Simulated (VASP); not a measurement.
EuS (rock salt): the lattice constant a from VASP (plane waves, PAW) at several levels of theory. Static lattice. The 4f electrons are frozen in the core of the lanthanide potential, so 4f levels, which can set the real gap, and their magnetism are missing. The measured value holds thermal and zero-point effects that the static calculation lacks.

```json
[
 {"level": "PBE", "lattice constant a (Å)": "5.877", "error against measurement": "-1.6 %"},
 {"level": "PBEsol", "lattice constant a (Å)": "5.778", "error against measurement": "-3.2 %"},
 {"level": "RPBE", "lattice constant a (Å)": "5.956", "error against measurement": "-0.2 %"},
 {"level": "AM05", "lattice constant a (Å)": "5.798", "error against measurement": "-2.9 %"},
 {"level": "PBE-D3(BJ)", "lattice constant a (Å)": "5.800", "error against measurement": "-2.8 %"},
 {"level": "PBE-D4", "lattice constant a (Å)": "5.809", "error against measurement": "-2.7 %"},
 {"level": "optB88-vdW", "lattice constant a (Å)": "5.851", "error against measurement": "-2.0 %"},
 {"level": "rev-vdW-DF2", "lattice constant a (Å)": "5.825", "error against measurement": "-2.4 %"}
]
```

Measured: 5.970 Å (as given by Sci. Rep., doi 10.1038/s41598-022-05321-9).

The cell of the PBE run:

Space group Fm-3m (No. 225); a = b = c = 5.877 Å, α = β = γ = 90.00°

```csv
atom,site,symmetry,x,y,z
Eu,4a,m-3m,0.0000,0.0000,0.0000
S,4b,m-3m,0.5000,0.5000,0.5000
```
(The calculation used a cell of 2 atoms; values per cell refer to that cell.)

Only levels that ran to the end are used. Left out are those held back, those with too coarse a band path, GW runs whose mesh misses a band edge, hybrids' fits of cells that aren't cubic and levels without matching references; a question may draw on a part of the rest.

The compound is EuS in the rock salt structure.
